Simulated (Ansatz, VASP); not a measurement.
# Cross-check of CoGe between VASP and Ansatz

One calculation is typed for both programs; each brings its own data sets and cutoff. How far apart do they land?

Program: Ansatz 0.2.0. Level of theory: plane waves, with VASP 6.6.1 beside it; single point at LDA and single point at LDA, DFT+U. Results are calculated unless marked as measured.

### 1. The structure

It takes space group P2_13 (No. 198, cubic). Conventional cell: a = 4.579 Å, b = 4.579 Å, c = 4.579 Å, α = 90.00°, β = 90.00°, γ = 90.00°. Ge has 7 Co at 2.36 to 2.57 Å nearest. Co has 7 Ge at 2.36 to 2.57 Å nearest. Farther neighbours are not listed.

### 2. Ansatz: single point, LDA

Ansatz runs on its default PAW (the set named soft_2) files.

A single point gives forces, pressure and levels at one fixed geometry, so differences don't come from the geometry; what else differs is listed under the comparison.

Input file input.yaml:

```yaml
crystal:
  lattice:
    - [4.57947466, 0.0, 0.0]
    - [0.0, 4.57947466, 0.0]
    - [0.0, 0.0, 4.57947466]
  atoms:
    - { symbol: Ge, position: [0.16019179, 0.33980821, 0.66019179] }
    - { symbol: Ge, position: [0.33980821, 0.66019179, 0.16019179] }
    - { symbol: Ge, position: [0.66019179, 0.16019179, 0.33980821] }
    - { symbol: Ge, position: [0.83980821, 0.83980821, 0.83980821] }
    - { symbol: Co, position: [0.86316938, 0.63683062, 0.36316938], spin: 2.0 }
    - { symbol: Co, position: [0.63683062, 0.36316938, 0.86316938], spin: -2.0 }
    - { symbol: Co, position: [0.36316938, 0.86316938, 0.63683062], spin: 2.0 }
    - { symbol: Co, position: [0.13683062, 0.13683062, 0.13683062], spin: -2.0 }
hamiltonian:
  xc: lda
  pseudopotentials: { kind: paw }
magnetization:
  spin_polarized: true
kpoints:
  mp_grid: { grid: [4, 4, 4] }
scf:
  occupations: { method: gaussian, width: 0.05 }
  n_extra_bands: 12
output:
  forces: true
  stress: true
  eigenvalues: true
```

Run with:

```bash
ansatz run input.yaml --threads 4 --pin off --max-ram 9216MiB --backend cpu --events-out ev --progress --plain --runs-dir out
```

Numbers of over 12 decimals in the logs are rounded to 6 here.

What it wrote:

```text
scf.n_extra_bands = 12 over 62 filled bands (N_el = 124.0): the run solves 74 bands
Engine: ansatz 0.2.0, aarch64-unknown-linux-gnu
Pseudopotentials: kind: paw
Pseudopotential: Ge, paw, valence charge 14, recommended cutoff 420 eV (normal), Ge.paw.azcp
Pseudopotential: Co, paw, valence charge 17, recommended cutoff 420 eV (normal), Co.paw.azcp
Functional definition: SPW92
  exchange = slater_x
  correlation = pw_c
Crystal: 8 atoms, lattice volume = 96.039 Å³
Basis set: ecut = 420 eV, 1863 PW (Γ)
Bands: 74, of which v1, the nominal top of the filled ones, is band 62 counted from 1 (61 counted from 0)
Symmetry: 2 space group operations
Space group: P21 (ITA 4), of the structure as read, at distance tolerance 4.6e-5 Å
Magnetic group: BNS 19.27 (UNI 125), of the structure as read, at distance tolerance 4.6e-5 Å
k-points: 30 of 64 (time reversal used)
Non-local potential: Ge, projectors of the file, l = 0: 2, l = 1: 2, l = 2: 3, l = 3: 1
Non-local potential: Co, projectors of the file, l = 0: 3, l = 1: 2, l = 2: 3, l = 3: 1
PAW form: soft (Blöchl's): semilocal exchange-correlation on the pseudo side does not see the compensation charge
PAW frozen core: Ge, regenerated for the run's functional, and the local potential with it (the file was generated under x = pbe(κ = 0.804, μ = 0.219515), c = pbe(β = 0.066725))
PAW frozen core: Co, regenerated for the run's functional, and the local potential with it (the file was generated under x = pbe(κ = 0.804, μ = 0.219515), c = pbe(β = 0.066725))
PAW one-centre angular grid: Ge, 590 points (default); XC on 64 Gauss nodes
PAW one-centre angular grid: Co, 590 points (default); XC on 64 Gauss nodes
Initial density: superposition of atomic densities (chi_scale 0.1, normalization cell)
Starting moments: Σ|m| = 8 μB on 4 of 8 sites
Starting magnetic order: altermagnet, d-wave, planar spin-momentum locking; spin-degenerate planes through Γ normal to [0 0 1], [0 1 0] of the run's lattice
Initial wavefunctions: pseudopotential atomic-orbital guess
Functional: x = slater, c = lda
iter 1 solved again at ethr=1.75e-3 eV; its pass at ethr=3.10e-3 eV (dr2=2.17e0 eV) is discarded
SCF iter   1: F=—  HF=-37110.682608 eV  |F-HF|=—  |Δ(HF+E_count)|=         —  Δρ=1.38e-1 (↑1.38e-1 ↓1.38e-1)  dr2=2.19e0  dr2_m=1.60e1  M=-0.000 μB ∫|m|=2.112 μB  β_m=0.30  ethr=1.75e-3  ⟨swp⟩=1.5  Hψ=18955  notcnv=0
Mixer restart at iter 1: flushing history
preconditioner: auto → Kerker (q_TF=auto, 2.847 Å⁻¹)  [metal: Δε(μ)=0.007 eV  Ē_g=15.868 eV  σ=0.050 eV  W_gap=0.08  n_scr=32 (ndim 8)  ℏωp=36.3 eV  f_vac=0.000  D(μ)=3.34/eV (n_scr^D=26)]
spin=Collinear: Kerker preconditioning applied to the charge; magnetization (m = ρ↑ − ρ↓) channel mixes plain (no charge-response kernel on spin).
SCF iter   2: F=—  HF=-37110.963608 eV  |F-HF|=—  |Δ(HF+E_count)|=   2.81e-1  Δρ=1.08e-1 (↑1.08e-1 ↓1.08e-1)  dr2=1.40e0  dr2_m=1.01e1  M=-0.000 μB ∫|m|=1.617 μB  β_m=0.65  ethr=1.75e-3  ⟨swp⟩=2.0  Hψ=5728  notcnv=0
SCF iter   3: F=—  HF=-37118.075624 eV  |F-HF|=—  |Δ(HF+E_count)|=    7.11e0  Δρ=4.94e-2 (↑4.94e-2 ↓4.94e-2)  dr2=1.91e0  dr2_m=9.87e-1  M=0.000 μB ∫|m|=0.471 μB  β_m=0.64  ethr=1.13e-3  ⟨swp⟩=3.0  Hψ=9642  notcnv=0  defer=348
SCF iter   4: F=—  HF=-37116.631806 eV  |F-HF|=—  |Δ(HF+E_count)|=    1.44e0  Δρ=1.36e-2 (↑1.36e-2 ↓1.36e-2)  dr2=8.97e-1  dr2_m=5.33e-3  M=0.000 μB ∫|m|=0.071 μB  β_m=0.67  ethr=1.13e-3  ⟨swp⟩=2.9  Hψ=9434  notcnv=0  defer=346
SCF iter   5: F=—  HF=-37116.474460 eV  |F-HF|=—  |Δ(HF+E_count)|=   1.57e-1  Δρ=7.01e-3 (↑7.01e-3 ↓7.01e-3)  dr2=7.50e-2  dr2_m=3.16e-3  M=0.000 μB ∫|m|=0.046 μB  β_m=0.84  ethr=7.23e-4  ⟨swp⟩=2.0  Hψ=5811  notcnv=0  defer=346
SCF iter   6: F=—  HF=-37116.534279 eV  |F-HF|=—  |Δ(HF+E_count)|=   5.98e-2  Δρ=8.08e-3 (↑8.08e-3 ↓8.08e-3)  dr2=1.38e-1  dr2_m=2.15e-4  M=0.000 μB ∫|m|=0.014 μB  β_m=0.84  ethr=6.05e-5  ⟨swp⟩=2.0  Hψ=8294  notcnv=0  defer=346
SCF iter   7: F=—  HF=-37116.528944 eV  |F-HF|=—  |Δ(HF+E_count)|=   5.33e-3  Δρ=3.04e-3 (↑3.04e-3 ↓3.04e-3)  dr2=2.10e-2  dr2_m=2.33e-4  M=0.000 μB ∫|m|=0.013 μB  β_m=0.92  ethr=6.05e-5  ⟨swp⟩=2.0  Hψ=7481  notcnv=0  defer=346
SCF iter   8: F=—  HF=-37116.528867 eV  |F-HF|=—  |Δ(HF+E_count)|=   7.73e-5  Δρ=4.13e-4 (↑3.57e-4 ↓4.13e-4)  dr2=3.23e-4  dr2_m=1.85e-5  M=-0.000 μB ∫|m|=0.003 μB  β_m=0.96  ethr=1.69e-5  ⟨swp⟩=2.0  Hψ=5884  notcnv=0  defer=346
SCF iter   9: F=—  HF=-37116.528906 eV  |F-HF|=—  |Δ(HF+E_count)|=   3.87e-5  Δρ=2.76e-4 (↑2.76e-4 ↓2.41e-4)  dr2=1.53e-4  dr2_m=3.68e-7  M=-0.000 μB ∫|m|=0.000 μB  β_m=0.71  ethr=2.61e-7  ⟨swp⟩=2.0  Hψ=8166  notcnv=0  defer=346
SCF iter  10: F=—  HF=-37116.528891 eV  |F-HF|=—  |Δ(HF+E_count)|=   1.47e-5  Δρ=9.36e-5 (↑9.36e-5 ↓9.15e-5)  dr2=1.86e-5  dr2_m=9.43e-8  M=-0.000 μB ∫|m|=0.000 μB  β_m=0.85  ethr=1.23e-7  ⟨swp⟩=2.0  Hψ=5471  notcnv=0  defer=346
SCF iter  11: F=—  HF=-37116.528890 eV  |F-HF|=—  |Δ(HF+E_count)|=   1.11e-6  Δρ=3.77e-5 (↑3.77e-5 ↓3.57e-5)  dr2=3.20e-6  dr2_m=4.32e-9  M=-0.000 μB ∫|m|=0.000 μB  β_m=0.77  ethr=1.50e-8  ⟨swp⟩=2.4  Hψ=7912  notcnv=0  defer=346
SCF iter  12: F=—  HF=-37116.528889 eV  |F-HF|=—  |Δ(HF+E_count)|=   4.17e-7  Δρ=4.90e-6 (↑4.75e-6 ↓4.90e-6)  dr2=9.23e-8  dr2_m=1.18e-10  M=-0.000 μB ∫|m|=0.000 μB  β_m=0.81  ethr=2.58e-9  ⟨swp⟩=2.0  Hψ=5494  notcnv=0  defer=346
SCF iter  13: F=—  HF=-37116.528889 eV  |F-HF|=—  |Δ(HF+E_count)|=   8.31e-9  Δρ=7.20e-6 (↑6.58e-6 ↓7.20e-6)  dr2=1.31e-7  dr2_m=1.02e-10  M=0.000 μB ∫|m|=0.000 μB  β_m=0.81  ethr=7.45e-11  ⟨swp⟩=2.0  Hψ=5764  notcnv=0  defer=346
SCF iter  14: F=—  HF=-37116.528889 eV  |F-HF|=—  |Δ(HF+E_count)|=   5.99e-9  Δρ=2.56e-6 (↑2.36e-6 ↓2.56e-6)  dr2=1.81e-8  dr2_m=1.06e-11  M=0.000 μB ∫|m|=0.000 μB  β_m=0.69  ethr=7.45e-11  ⟨swp⟩=2.0  Hψ=5284  notcnv=0  defer=346
SCF iter  15: F=-37116.528889 eV  HF=-37116.528889 eV  |F-HF|=6.55e-10  |Δ(HF+E_count)|=   1.51e-9  Δρ=4.20e-7 (↑4.20e-7 ↓4.06e-7)  dr2=7.98e-10  dr2_m=5.59e-13  M=0.000 μB ∫|m|=0.000 μB  ethr=1.46e-11  ⟨swp⟩=7.9  Hψ=17275  notcnv=0
SCF 1 converged in 15 iterations: F = -37116.528889 eV  dr2 = 7.98e-10
  greatest PAW one-centre occupation: 1.002 electrons in one spin orbital (limit 2), on the Co atom at site 7 (counted from 0), in its partial waves of l = 1
WARN: the starting moments were not kept: the SCF closed with an absolute magnetisation of 1.0e-6 μB, where they sum to 8 μB in size (4 sites). That is at most 0.1 of that sum. Measured as dr2_m measures the in/out step, that magnetisation stands 2.2e-13 eV from none, at or under the dr2_threshold of 1.0e-7 eV: it is no larger than a step whose dr2_m would equal this threshold. The system may hold no moment; this SCF [...]
SCF converged after 15 iterations
Magnetization: 0.0000 μB (62.0000 up, 62.0000 down)
Absolute magnetization: 0.0000 μB (∫|ρ↑−ρ↓|, with the PAW one-centre terms)
Spin contamination: 0.0000 ħ² per cell (⟨S²⟩ above its minimum at these occupations)
Per-site moments (μB) at R_I (Å): [(3.71170169317953e-9, 0.971828), (-6.866733750873794e-9, 0.971828), (3.7117022757983817e-9, 0.971828), (-6.866734030982991e-9, 0.971828), (2.0117369553177647e-7, 0.971828), (-1.759337972200359e-7, 0.971828), (2.0117369483020992e-7, 0.971828), (-1.759337967564662e-7, 0.971828)]
Free energy (F): -37116.528889 eV
Harris-Foulkes:  -37116.528889 eV  (|F-HF|=6.55e-10)
Internal energy: -37116.526022 eV  (E = F + TS)
E sigma→0 (E₀):  -37116.527456 eV
Entropy (-TS):   -0.002868 eV (-0.358 meV/atom)
Fermi energy:    17.452968 eV
--- Per-component energies (eV) ---
  E_band       = -1150.836146
  E_kinetic    = 2284.647227
  E_local      = -19346.225247  (includes V_loc(G=0)·N_el)
  E_nonlocal   = 3548.978616
  E_hartree    = 8353.531587
  E_xc         = -938.914297
  E_vxc        = -1089.206764  (∫ρ·V_xc dr)
  E_paw        = -13593.225739  (= ΣΔE_a)
  E_vpaw       = -3256.091704  (= ΣTr[D̂ρ^β])
  E_aug_tail   = 0.000941  (compensation charges beyond the density's cutoff)
  E_ewald      = -17434.625417
  E_core_change = 9.306307  (= ΣΔE_core)
  E_smearing   = -0.002868  (= −TS)
  E_closure    = 0.000000  (closes the sum)
  Σ components = -37116.528889   (vs F -37116.528889, Δ=0.00e0)
--- Forces (eV/Å), atoms counted from 1 ---
  atom   1  Ge     0.03906885    -0.03906947     0.03907172
  atom   2  Ge    -0.03906698     0.03906626     0.03906406
  atom   3  Ge     0.03906885     0.03906947    -0.03907172
  atom   4  Ge    -0.03906698    -0.03906626    -0.03906406
  atom   5  Co     0.04028861    -0.04029243     0.04028508
  atom   6  Co    -0.04028923     0.04028568     0.04029288
  atom   7  Co     0.04028861     0.04029243    -0.04028508
  atom   8  Co    -0.04028923    -0.04028568    -0.04029288
  max |Σ_I F_I| component: 2.50e-6 eV/Å
--- Stress (GPa, compression-positive) ---
       -6.824291       0.000000       0.000000
        0.000000      -6.824294       0.000000
        0.000000       0.000000      -6.824294
  P = ⅓ Tr σ = -6.8243 GPa (-68.243 kbar)
--- Band table (eV; the first three rows and the last of 60) ---
  k-point 0 ↑: bands = [... 58 lower, 16.7603, 16.7603, 17.3862, 17.3862, 17.3862, 19.3044, 19.3044, 19.3044, ... 8 higher]
  k-point 1 ↑: bands = [... 58 lower, 16.7797, 16.8970, 17.1634, 17.2535, 18.1967, 18.5467, 18.8052, 19.1030, ... 8 higher]
  k-point 2 ↑: bands = [... 58 lower, 16.8660, 16.8660, 17.0374, 17.0374, 18.4052, 18.4052, 18.4665, 18.4665, ... 8 higher]
  k-point 29 ↓: bands = [... 58 lower, 16.4420, 16.4420, 17.2209, 17.2209, 17.2209, 17.2209, 21.9915, 21.9915, ... 8 higher]
```

Wall time 69 s (4 threads of Arm Neoverse V1, shared host); peak memory 0.76 GiB.

The run ends at a pressure of -6.82 GPa, with forces up to 0.070 eV/Å.

(Part 1 of 2 ends here.)

[Lines on the potential files, build, host, timing and source positions are cut from VASP's logs without a mark.]

[Logs are printed without paths, hosts, clocks, repeated set-up lines and the standing remarks that a program may print on its own settings, such as how far it seeks lower states.]

[Hosts, paths, dates, database ids (printed as entryN), source tags and the programs' standing remarks are cut or masked in the printed files.]
